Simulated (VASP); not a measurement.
# A VASP study of ZnO (zincite) (PBE): structure first, properties next, part 6 of 7

How well does PBE reproduce what experiment finds for ZnO (zincite)? The cell is relaxed first, and properties follow on it. The start is a cell from a database of measured crystal structures.

VASP 6.6.1, plane waves and PAW; the level of theory is named at each step.

So far, gap on the k-mesh (eV): 0.717 in steps 2, 6, 7, 8 and 9. The relaxed cell has a = 3.289, c = 5.302 Å (conventional setting).

## 10. A semilocal run for the hybrid's start

Level of this step: PBE; plane waves and PAW (Zn, O) (VASP).

A hybrid converges badly from random orbitals, so a cheap semilocal run writes a WAVECAR on the same mesh first.

INCAR

```
SYSTEM = ZnO
PREC = Accurate
ENCUT = 520
EDIFF = 1E-05
NELM = 100
ISMEAR = 0
SIGMA = 0.05
LREAL = .FALSE.
ALGO = Normal
GGA = PE
NBANDS = 24
LORBIT = 11
LWAVE = .TRUE.
LCHARG = .FALSE.
KPAR = 4
```

POSCAR

```
ZnO
1.0
    3.2885064752      0.0000000000      0.0000000000
   -1.6442532376      2.8479301480      0.0000000000
    0.0000000000      0.0000000000      5.3018776255
Zn O
2 2
Direct
    0.3333333333      0.6666666667      0.4996979181
    0.6666666667      0.3333333333      0.9996979181
    0.6666666667      0.3333333333      0.3793120819
    0.3333333333      0.6666666667      0.8793120819
```

KPOINTS

```
Automatic mesh
0
Gamma
5 5 3
0 0 0
```

The projector-augmented-wave data sets are Zn and O (PBE family, release 64).

Command:

```sh
$ mpirun -np 4 vasp_std
```

The log of the run:

```text
[... set-up lines as in an earlier step ...]
 entering main loop
       N       E                     dE             d eps       ncg     rms          rms(c)
DAV:   1     0.281170440432E+03    0.28117E+03   -0.18775E+04   488   0.214E+03
DAV:   2     0.575498635367E+01   -0.27542E+03   -0.26153E+03   536   0.419E+02
DAV:   3    -0.206908584399E+02   -0.26446E+02   -0.26278E+02   496   0.137E+02
DAV:   4    -0.211040990011E+02   -0.41324E+00   -0.41293E+00   608   0.184E+01
DAV:   5    -0.211066100411E+02   -0.25110E-02   -0.25110E-02   496   0.132E+00    0.139E+01
DAV:   6    -0.177167823889E+02    0.33898E+01   -0.93718E+00   840   0.679E+01    0.847E+00
DAV:   7    -0.178857986994E+02   -0.16902E+00   -0.26994E+00   512   0.182E+01    0.503E+00
DAV:   8    -0.178990546681E+02   -0.13256E-01   -0.63105E-01   688   0.781E+00    0.164E+00
DAV:   9    -0.178477321110E+02    0.51323E-01   -0.12921E-01   712   0.678E+00    0.304E-01
DAV:  10    -0.178505967135E+02   -0.28646E-02   -0.41675E-02   512   0.146E+00    0.134E-01
DAV:  11    -0.178506364647E+02   -0.39751E-04   -0.73549E-04   528   0.323E-01    0.363E-02
DAV:  12    -0.178506631410E+02   -0.26676E-04   -0.12741E-04   632   0.317E-01    0.192E-02
DAV:  13    -0.178506759188E+02   -0.12778E-04   -0.29373E-05   512   0.115E-01    0.232E-02
DAV:  14    -0.178506683415E+02    0.75773E-05   -0.17759E-05   360   0.479E-02
   1 F= -.17850668E+02 E0= -.17850668E+02  d E =-.261582E-17
 writing wavefunctions
```

It took 9.2 s on 4 MPI ranks of AMD EPYC 7R43, shared host; peak memory 0.51 GiB; 34 s of CPU time.

From OUTCAR (step 10):

```text
   k-points           NKPTS =     10   k-points in BZ     NKDIM =     10   number of bands    NBANDS=     24

   NELECT =      36.0000    total number of electrons

 E-fermi :   1.1299

 k-point     1 :       0.0000    0.0000    0.0000
  band No.  band energies     occupation
    ...
     14       0.0977      2.00000
     15       0.0977      2.00000
     16       0.7643      2.00000
     17       0.8414      2.00000
     18       0.8414      2.00000
     19       1.5549      0.00000
     20       5.8953      0.00000
     21       8.8941      0.00000
     22      13.5143      0.00000
     23      13.5144      0.00000
    ...

  Total       -0.0422028     -0.0422028     -0.0538863      0.0000000      0.0000000      0.0000000
  in kB       -1.3617397     -1.3617397     -1.7387248      0.0000000      0.0000000      0.0000000
  external PRESSURE =      -1.4874014 kB  Pullay stress =       0.0000000 kB

 POSITION                                       TOTAL-FORCE (eV/Angst)
 -----------------------------------------------------------------------------------
     -0.00000      1.89862      2.64934         0.000000      0.000000      0.008789
      1.64425      0.94931      5.30028        -0.000000     -0.000000      0.008789
      1.64425      0.94931      2.01107         0.000000     -0.000000     -0.008789
     -0.00000      1.89862      4.66201        -0.000000     -0.000000     -0.008789
 -----------------------------------------------------------------------------------
    total drift:                               -0.000001     -0.000001     -0.000584

  FREE ENERGIE OF THE ION-ELECTRON SYSTEM (eV)
  ---------------------------------------------------
  free  energy   TOTEN  =       -17.8506683415 eV

  energy  without entropy=      -17.8506683415  energy(sigma->0) =      -17.85066834

[... 7 parts as in an earlier step ...]

[... 9 further parts left out ...]
```

Numbers from this step:

```yaml
scf_cycles: 14
irreducible_k_points: 10
free_energy_toten: -17.85 eV
fermi_energy: 1.130 eV
pressure: -0.1487 GPa
gap_on_the_k_mesh: 0.7135 eV
least_direct_gap_on_the_k_mesh: 0.7135 eV
```

The run ends at a pressure of -0.15 GPa, with forces up to 0.0088 eV/Å.

## 11. Bands along the symmetry lines (HSE06)

This step: HSE06; plane waves and PAW (Zn, O) (VASP 6.6.1).

HSE06 mixes in a quarter of exact exchange at short range, at far higher cost; in semiconductors this cures much of the gap error, while metals seldom gain.

INCAR

```
SYSTEM = ZnO
PREC = Accurate
ENCUT = 520
EDIFF = 1E-06
NELM = 100
ISMEAR = 0
SIGMA = 0.05
LREAL = .FALSE.
ALGO = Normal
LHFCALC = .TRUE.
AEXX = 0.25
GGA = PE
HFSCREEN = 0.2
LASPH = .TRUE.
NBANDS = 24
PRECFOCK = Fast
LORBIT = 11
LWAVE = .FALSE.
LCHARG = .FALSE.
KPAR = 4
```

POSCAR is that of step 10.

KPOINTS is that of step 10.

KPOINTS_OPT

```
Line mode
6
Line-mode
Reciprocal
  0.00000000   0.00000000   0.00000000 GAMMA
  0.50000000   0.00000000   0.00000000 M

  0.50000000   0.00000000   0.00000000 M
  0.33333333   0.33333333   0.00000000 K

  0.33333333   0.33333333   0.00000000 K
  0.00000000   0.00000000   0.00000000 GAMMA

  0.00000000   0.00000000   0.00000000 GAMMA
  0.00000000   0.00000000   0.50000000 A

  0.00000000   0.00000000   0.50000000 A
  0.50000000   0.00000000   0.50000000 L

  0.50000000   0.00000000   0.50000000 L
  0.33333333   0.33333333   0.50000000 H

  0.33333333   0.33333333   0.50000000 H
  0.00000000   0.00000000   0.50000000 A

  0.50000000   0.00000000   0.50000000 L
  0.50000000   0.00000000   0.00000000 M

  0.33333333   0.33333333   0.00000000 K
  0.33333333   0.33333333   0.50000000 H
```

The run starts from files that an earlier step left in the folder.

Command:

```sh
$ mpirun -np 4 vasp_std
```

The log of the run:

```text
[banner, memory and clock lines left out]
running    4 mpi-ranks, on    1 nodes
 distrk:  each k-point on    1 cores,    4 groups
 distr:  one band on    1 cores,    1 groups

 POSCAR found type information on POSCAR ZnO
 POSCAR found :  2 types and       4 ions
 LDA part: xc-table for (Slater+PW92), standard interpolation
 found WAVECAR, reading the header
 POSCAR, INCAR and KPOINTS ok, starting setup
 FFT: planning ... GRIDC
 FFT: planning ... GRID_SOFT
 FFT: planning ... GRID
 reading WAVECAR
 the WAVECAR file was read successfully
 initial charge from wavefunction
 entering main loop
       N       E                     dE             d eps       ncg     rms          rms(c)
DAV:   1    -0.227595010218E+02   -0.22760E+02   -0.12662E+00   592   0.385E+01    0.244E+00
DAV:   2    -0.227392271917E+02    0.20274E-01   -0.54028E-01   576   0.123E+01    0.836E-01
DAV:   3    -0.227393640231E+02   -0.13683E-03   -0.46830E-02   664   0.358E+00    0.444E-01
DAV:   4    -0.227392705055E+02    0.93518E-04   -0.47631E-03   552   0.513E-01    0.244E-01
DAV:   5    -0.227389853580E+02    0.28515E-03   -0.26099E-04   664   0.238E-01    0.139E-01
DAV:   6    -0.227388912427E+02    0.94115E-04   -0.60593E-05   744   0.124E-01    0.824E-02
DAV:   7    -0.227388628850E+02    0.28358E-04   -0.23503E-05   608   0.487E-02    0.495E-02
DAV:   8    -0.227388544862E+02    0.83988E-05   -0.67555E-06   520   0.276E-02    0.294E-02
DAV:   9    -0.227388517764E+02    0.27098E-05   -0.16826E-06   344   0.128E-02    0.174E-02
DAV:  10    -0.227388508331E+02    0.94330E-06   -0.89910E-07   336   0.935E-03
   1 F= -.22738851E+02 E0= -.22738851E+02  d E =-.210967E-18
 Start KPOINTS_OPT (optional k-point list driver)
k-point batch [1-10\54]
       N       E                     dE             ncg
DAV:   1     0.112121542336E+04   -0.80747E+04      480
DAV:   2    -0.195490383806E+04   -0.30761E+04      496
DAV:   3    -0.230252652679E+04   -0.34762E+03      544
DAV:   4    -0.231309591105E+04   -0.10569E+02      592
DAV:   5    -0.231320271782E+04   -0.10681E+00      600
DAV:   6    -0.231320366339E+04   -0.94557E-03      592
DAV:   7    -0.231320367455E+04   -0.11164E-04      560
DAV:   8    -0.231320367472E+04   -0.16846E-06      392
[...]
k-point batch [51-54\54]
       N       E                     dE             ncg
DAV:   1     0.869598954592E+04   -0.55554E+04      200
DAV:   2     0.757350536765E+04   -0.11225E+04      216
DAV:   3     0.746128860580E+04   -0.11222E+03      224
DAV:   4     0.745827426591E+04   -0.30143E+01      208
DAV:   5     0.745824790084E+04   -0.26365E-01      224
DAV:   6     0.745824768743E+04   -0.21341E-03      216
DAV:   7     0.745824768539E+04   -0.20387E-05      192
DAV:   8     0.745824768536E+04   -0.35297E-07      144
```

It took 32 min on 4 MPI ranks; peak memory 1.1 GiB.

From OUTCAR (step 11):

```text
   k-points           NKPTS =     10   k-points in BZ     NKDIM =     75   number of bands    NBANDS=     24

   NELECT =      36.0000    total number of electrons

  exchange ACFDT corr.  =         0.00000000  see jH, gK, PRB 81, 115126

 E-fermi :  -0.1109

 k-point     1 :       0.0000    0.0000    0.0000
  band No.  band energies     occupation
    ...
     14      -1.2057      2.00000
     15      -1.2057      2.00000
     16      -0.4720      2.00000
     17      -0.4101      2.00000
     18      -0.4101      2.00000
     19       1.9876      0.00000
     20       6.6265      0.00000
     21       9.7037      0.00000
     22      14.3873      0.00000
     23      14.3873      0.00000
    ...

 POSITION                                       TOTAL-FORCE (eV/Angst)
 -----------------------------------------------------------------------------------
     -0.00000      1.89862      2.64934         0.000000      0.000000     -0.001495
      1.64425      0.94931      5.30028        -0.000000      0.000000     -0.001495
      1.64425      0.94931      2.01107         0.000000     -0.000000      0.001495
     -0.00000      1.89862      4.66201        -0.000000      0.000000      0.001495
 -----------------------------------------------------------------------------------
    total drift:                               -0.000003      0.000002     -0.001089

  FREE ENERGIE OF THE ION-ELECTRON SYSTEM (eV)
  ---------------------------------------------------
  free  energy   TOTEN  =       -22.7388508331 eV

  energy  without entropy=      -22.7388508331  energy(sigma->0) =      -22.73885083

[... 8 parts as in an earlier step ...]

[... 8 further parts left out ...]
```

The PAW data sets were made with PBE, which is usual practice but a small mismatch for other functionals.

Numbers from this step:

```
SCF cycles                        : 10
free energy (TOTEN)               : -22.74 eV
Fermi energy                      : -0.1109 eV
least gap on mesh and path        : 2.397 eV
least direct gap on mesh and path : 2.398 eV
```

Electronic bands along the path, in eV, zero at the valence-band top; v1 is the highest filled band, c1 the lowest empty one:

```
          point     v4     v3     v2     v1    c1    c2     c3
              Γ  -0.80  -0.06   0.00   0.00  2.40  7.04  10.11
0.40 of the way  -1.40  -1.28  -0.34  -0.27  4.23  8.44  10.01
              M  -2.90  -2.23  -1.32  -0.83  7.59  8.61   9.32
0.60 of the way  -3.28  -2.42  -1.63  -1.38  8.57  9.36   9.41
              K  -3.75  -1.98  -1.98  -1.77  9.37  9.64   9.64
0.40 of the way  -2.91  -2.15  -0.95  -0.85  6.36  9.48  10.42
              Γ  -0.80  -0.06   0.00   0.00  2.40  7.04  10.11
0.60 of the way  -0.63  -0.63  -0.16  -0.16  3.77  6.26  10.79
              A  -0.39  -0.39  -0.39  -0.39  5.11  5.11  11.97
0.40 of the way  -1.17  -1.17  -0.77  -0.77  6.13  6.13  11.65
              L  -1.50  -1.50  -1.38  -1.38  7.44  7.44  10.43
0.60 of the way  -2.36  -2.36  -1.24  -1.24  8.51  8.51  10.45
              H  -2.80  -2.80  -1.21  -1.21  9.77  9.77   9.81
0.60 of the way  -1.25  -1.25  -0.96  -0.96  6.42  6.42  11.54
              A  -0.39  -0.39  -0.39  -0.39  5.11  5.11  11.97
      jump to L  -1.50  -1.50  -1.38  -1.38  7.44  7.44  10.43
0.40 of the way  -2.08  -1.92  -1.13  -1.10  7.20  8.08   9.99
              M  -2.90  -2.23  -1.32  -0.83  7.59  8.61   9.32
      jump to K  -3.75  -1.98  -1.98  -1.77  9.37  9.64   9.64
0.60 of the way  -3.42  -2.20  -1.46  -1.46  9.57  9.72   9.72
              H  -2.80  -2.80  -1.21  -1.21  9.77  9.77   9.81
```

Of the projections kept (Zn, O), the largest for each band there; the rest of the weight can lie on other orbitals:

```
point      v4      v3      v2      v1       c1       c2       c3
    Γ  O 0.70  O 0.73  O 0.71  O 0.71  Zn 0.61  Zn 0.80   O 0.73
    M  O 0.60  O 0.71  O 0.65  O 0.71  Zn 0.63  Zn 0.57  Zn 0.69
    K  O 0.55  O 0.63  O 0.63  O 0.63  Zn 0.91  Zn 0.54  Zn 0.54
    Γ  O 0.70  O 0.73  O 0.71  O 0.71  Zn 0.61  Zn 0.80   O 0.73
    A  O 0.70  O 0.70  O 0.70  O 0.70   O 0.54   O 0.54  Zn 0.77
    L  O 0.69  O 0.69  O 0.69  O 0.69  Zn 0.78  Zn 0.78   O 0.56
```

The gap moves by +1.68 eV against PBE, which ran on another mesh.

(Continued in part 7 of 7.)

[Lines on the potential files, build, host, timing and source positions are cut from VASP's logs without a mark.]

[Logs are printed without paths, hosts, clocks, repeated set-up lines and the standing remarks that a program may print on its own settings, such as how far it seeks lower states.]

[Hosts, paths, dates, database ids (printed as entryN), source tags and the programs' standing remarks are cut or masked in the printed files.]

[A measured line is paired with the nearest computed mode of its activity, which favours agreement.]
